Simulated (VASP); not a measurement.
# Mg6FeBi (Amm2) in VASP: further runs, part 2 of 2

VASP 6.6.1.

**4. Single point, BLYP, collinear spin, zero start**

run.py reads:

```python
from ase.calculators.vasp import Vasp
from ase.dft.bandgap import bandgap
from ase.spacegroup import crystal

atoms = crystal(
    ['Bi', 'Fe', 'Mg', 'Mg', 'Mg', 'Mg'],
    basis=[[0.5, 0.5, 0.170775], [0.0, 0.5, 0.34742], [0.5, 0.5, 0.668467], [0.5, 0.76223, 0.912636], [0.0, 0.5, 0.833955], [0.0, 0.76334, 0.077055]],
    spacegroup=38,
    setting=1,
    cellpar=[5.004977, 6.329439, 10.929706, 90.0, 90.0, 90.0],
    primitive_cell=True,
)
calc = Vasp(
    directory='calc',
    xc='blyp',
    pp='PBE',
    setups='gw',
    prec='Accurate',
    encut=600,
    ediff=1e-07,
    ismear=0,
    sigma=0.01,
    lreal=False,
    lasph=True,
    nelm=120,
    algo='Normal',
    isif=2,
    lwave=False,
    lcharg=True,
    ispin=2,
    lorbit=11,
    lmaxmix=4,
    lelf=True,
    lvhar=True,
    kpts=[5, 5, 6],
    gamma=True,
    magmom=[0.0, 0.0, 0.0, 0.0, 0.0, 0.0, 0.0, 0.0],
)
atoms.calc = calc

print('energy (eV):', atoms.get_potential_energy())
print('free energy (eV):', atoms.get_potential_energy(force_consistent=True))
print('forces (eV/A):')
print(atoms.get_forces())
print('stress (eV/A^3, Voigt):', atoms.get_stress())
print('Fermi level (eV):', calc.get_fermi_level())
print('moment (muB):', atoms.get_magnetic_moment())
print('site moments (muB):', atoms.get_magnetic_moments())
gap, top, bottom = bandgap(calc)
print('band gap (eV):', gap, 'from (spin, k, band)', top, 'to', bottom)
```

Potentials or basis: VASP PAW PBE potentials, release 64 (Mg_sv_GW, Bi_d_GW, Fe_sv_GW).

Launch:

```sh
$ python run.py
```

Log:

```text
energy (eV): -102.02947885
free energy (eV): -102.02959017
forces (eV/A):
[[ 0.          0.          0.13987216]
 [ 0.          0.12572432 -0.14529819]
 [ 0.         -0.12572432 -0.14529819]
 [ 0.          0.         -0.01375835]
 [ 0.          0.          0.10153258]
 [ 0.          0.          0.36222108]
 [ 0.          0.11949705 -0.14963554]
 [ 0.         -0.11949705 -0.14963554]]
stress (eV/A^3, Voigt): [ 0.00669142  0.00216427  0.00753301 -0.         -0.         -0.        ]
Fermi level (eV): 4.30427862
moment (muB): -0.037035
site moments (muB): [ 0.004  0.001  0.001 -0.002 -0.002 -0.069  0.003  0.003]
band gap (eV): 0.0 from (spin, k, band) (None, None, None) to (None, None, None)
```

OUTCAR:

```text
ENCUT = 600.000000
   EDIFF = 1.00e-07
   GGA = B5
   PREC = Accurate
   ISIF = 2
   ISMEAR = 0
   ISPIN = 2
   LORBIT = 11
   NELM = 120
   LASPH = .TRUE.
   LREAL = .FALSE.

 ion  position               nearest neighbor table
   1  0.832  0.168  0.500-
   2  0.850  0.675  0.500-
   3  0.325  0.150  0.500-
   4  0.666  0.334  0.000-
   5  0.686  0.840  0.000-
   6  0.160  0.314  0.000-
   7  0.329  0.671  0.500-
   8  0.153  0.847  0.000-

  LATTYP: Found a base centered orthorhombic cell.
 ALAT       =     6.3294390000
 B/A-ratio  =     1.7268048558
[... 3016 lines left out ...]
  Total       -1.1584147     -0.3746766     -1.3041096      0.0000000      0.0000000      0.0000000
  in kB      -10.7208408     -3.4675388    -12.0692110      0.0000000      0.0000000      0.0000000
  external PRESSURE =      -8.7525302 kB  Pullay stress =       0.0000000 kB

 VOLUME and BASIS-vectors are now :
 -----------------------------------------------------------------------------
  energy-cutoff  :      600.00
  volume of cell :      173.12
      direct lattice vectors                 reciprocal lattice vectors
     0.000000000  3.164719500 -5.464853000     0.000000000  0.157991885 -0.091493769
     0.000000000  3.164719500  5.464853000     0.000000000  0.157991885  0.091493769
     5.004977000  0.000000000  0.000000000     0.199801118  0.000000000  0.000000000

 POSITION                                       TOTAL-FORCE (eV/Angst)
 -----------------------------------------------------------------------------------
      2.50249      3.16472     -3.62356         0.000000      0.000000      0.139872
      2.50249      4.82449     -0.95486         0.000000      0.125724     -0.145298
      2.50249      1.50495     -0.95486         0.000000     -0.125724     -0.145298
      0.00000      3.16472     -1.81482         0.000000      0.000000     -0.013758
      0.00000      4.83151      0.84219         0.000000      0.119497     -0.149636
      0.00000      1.49793      0.84219         0.000000     -0.119497     -0.149636
      2.50249      3.16472      1.86652         0.000000      0.000000      0.101533
      0.00000      3.16472      3.79720         0.000000      0.000000      0.362221
 -----------------------------------------------------------------------------------
    total drift:                                0.000000      0.000000      0.000766

  FREE ENERGIE OF THE ION-ELECTRON SYSTEM (eV)
  ---------------------------------------------------
  free  energy   TOTEN  =      -102.0295901706 eV

  energy  without entropy=     -102.0293675297  energy(sigma->0) =     -102.02947885

 total charge

# of ion       s       p       d       f       tot
--------------------------------------------------
    1        2.254   6.012   0.010   0.000   8.276
    2        2.231   6.015   0.010   0.000   8.256
    3        2.231   6.015   0.010   0.000   8.256
    4        2.235   6.019   0.007   0.000   8.260
    5        2.234   6.013   0.010   0.000   8.257
    6        2.234   6.013   0.010   0.000   8.257
    7        3.491   1.515   9.929   0.008  14.944
    8        2.134   6.139   5.896   0.000  14.170
--------------------------------------------------
tot         19.044  43.742  15.881   0.009  78.676

 magnetization (x)

# of ion       s       p       d       f       tot
--------------------------------------------------
    1        0.003   0.000   0.000   0.000   0.004
    2        0.001   0.000   0.000   0.000   0.001
    3        0.001   0.000   0.000   0.000   0.001
    4       -0.001  -0.001   0.000   0.000  -0.002
    5        0.002   0.001  -0.000   0.000   0.003
    6        0.002   0.001  -0.000   0.000   0.003
    7        0.001  -0.004   0.001   0.000  -0.002
    8       -0.001  -0.000  -0.068   0.000  -0.069
--------------------------------------------------
tot          0.008  -0.003  -0.067   0.000  -0.062
```

INCAR:

```text
AGGAC = 1.000000
AGGAX = 1.000000
ALDAC = 0.000000
ENCUT = 600.000000
SIGMA = 0.010000
ALDAX = 1.000000
EDIFF = 1.00e-07
ALGO = Normal
GGA = B5
PREC = Accurate
ISIF = 2
ISMEAR = 0
ISPIN = 2
LMAXMIX = 4
LORBIT = 11
NELM = 120
MAGMOM = 8*0.0000
LASPH = .TRUE.
LCHARG = .TRUE.
LELF = .TRUE.
LVHAR = .TRUE.
LWAVE = .FALSE.
LREAL = .FALSE.
```

It took 52 min on 1 thread of Intel Xeon Platinum 8488C (Sapphire Rapids), shared host; peak memory 0.9 GiB.

Results:

- Free energy: -102.0296 eV
- Pressure: -0.9 GPa
- Largest force: 0.362 eV/Å
- Band gap on the k mesh: none (metal or under the smearing width)
- Net moment: -0.04 μB per cell
- Site moments: Mg +0.00, -0.00; Bi -0.00; Fe -0.07 μB
- Valence electrons inside the program's atomic spheres: Mg 8.28, 8.26; Bi 14.94; Fe 14.17

Forces on the atoms (eV/Å):
```
Mg   0.000  0.000  0.140
Mg   0.000  0.126 -0.145
Mg   0.000 -0.126 -0.145
Mg   0.000  0.000 -0.014
Bi   0.000  0.000  0.102
Fe   0.000  0.000  0.362
Mg   0.000  0.119 -0.150
Mg   0.000 -0.119 -0.150
```

Caveat: the PAW data sets were made with another functional, which shifts forces and pressure a little; spin-orbit coupling is left out, which moves the levels of the heavy elements.

**5. The reference run**

An earlier run on the cell as given: functional PBE; potentials or basis VASP PAW PBE potentials, release 64 (Bi_d, Fe, Mg); cutoff 520 eV; k mesh 6 × 5 × 5; occupations fermi-dirac, width 0.05 eV; collinear spin, ferromagnetic start; starting moments [0.0, 3.0, 0.0, 0.0, 0.0, 0.0, 0.0, 0.0] μB.

* Pressure: 0.0 GPa
* Largest force: 0.132 eV/Å
* Band gap on the k mesh: none (metal or under the smearing width)
* Net moment: 2.47 μB per cell
* Site moments: Bi -0.01; Fe +2.66; Mg +0.01, -0.01 μB
* Valence electrons inside the program's atomic spheres: Bi 12.92; Fe 6.75; Mg 0.36, 0.35

**6. The runs side by side**

```tsv
level	potentials or basis	spin	k mesh	cutoff (eV)	smearing	gap on the mesh (eV)	pressure (GPa)	moment (μB)	largest force (eV/Å)
RPBE	VASP PAW PBE potentials, release 64 (Bi_d, Fe_pv, Mg_pv)	collinear, ferromagnetic start	6 × 5 × 5	520	gaussian 0.02 eV	none	1.7	2.60	0.12
RPBE	VASP PAW PBE potentials, release 64 (Mg_pv, Bi_d, Fe_pv)	collinear, ferromagnetic start	5 × 5 × 6	520	gaussian 0.02 eV	none	1.7	2.60	0.12
BLYP	VASP PAW PBE potentials, release 64 (Mg_sv_GW, Bi_d_GW, Fe_sv_GW)	collinear, zero start	5 × 5 × 6	600	gaussian 0.01 eV	none	-0.9	0.04	0.36
PBE	VASP PAW PBE potentials, release 64 (Bi_d, Fe, Mg)	collinear, ferromagnetic start	6 × 5 × 5	520	fermi-dirac 0.05 eV	none	0.0	2.47	0.13
```

Alike in all rows: task single point; cell as given.

Caveats: spin-orbit coupling is left out, which moves the levels of the heavy elements; the PAW data sets were made with another functional, which shifts forces and pressure a little (some runs).

Absolute energies hang on the potentials; compare differences alone.
